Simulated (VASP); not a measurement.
```xyz
5
Lattice="4.0555 0.0000 0.0000 0.0000 4.0555 0.0000 0.0000 0.0000 4.0555" Properties=species:S:1:pos:R:3 pbc="T T T"
Ba     0.0000     0.0000     0.0000
Hf     2.0277     2.0277     2.0277
O      2.0277     0.0000     2.0277
O      0.0000     2.0277     2.0277
O      2.0277     2.0277     0.0000
```

The numbers are results of LDA (Ceperley-Alder, Perdew-Zunger), VASP's LDA PAW potentials (set 64) (plane waves; VASP), not measurements. Settings: 620 eV cut-off, 6×6×6 Γ-centred mesh, Gaussian smearing of 0.050 eV, potentials Ba_sv Hf_pv O.

Energy and stress use the plane-wave basis of the starting cell.

### Question
The ions, cell shape and volume at an external pressure of 20.0 GPa are relaxed. Predict the relaxed structure.

### Answer

```xyz
5
Lattice="4.0030 0.0000 0.0000 0.0000 4.0030 0.0000 0.0000 0.0000 4.0030" Properties=species:S:1:pos:R:3 pbc="T T T"
Ba     0.0000     0.0000     0.0000
Hf     2.0015     2.0015     2.0015
O      2.0015     0.0000     2.0015
O      0.0000     2.0015     2.0015
O      2.0015     2.0015     0.0000
```
Space group Pm-3m (221), at a tolerance of 0.03 Å.

### Question
How do energy and volume change from the first to the last step?

### Answer
The energy (σ→0) changes by +46.7 meV/atom and the volume by -3.8 %, in 3 ionic steps.

```csv
step,E(σ→0) (eV),max force (eV/Å),pressure (GPa),volume (Å³)
1,-47.5613,0.000,9.94,66.70
2,-46.2748,0.000,46.96,58.93
3,-47.3276,0.000,19.77,64.14
```

The compound is BaHfO3 in the cubic perovskite structure. This run relaxes it under an external pressure of 20 GPa. Symmetry was kept, so distortions that lower it aren't found.
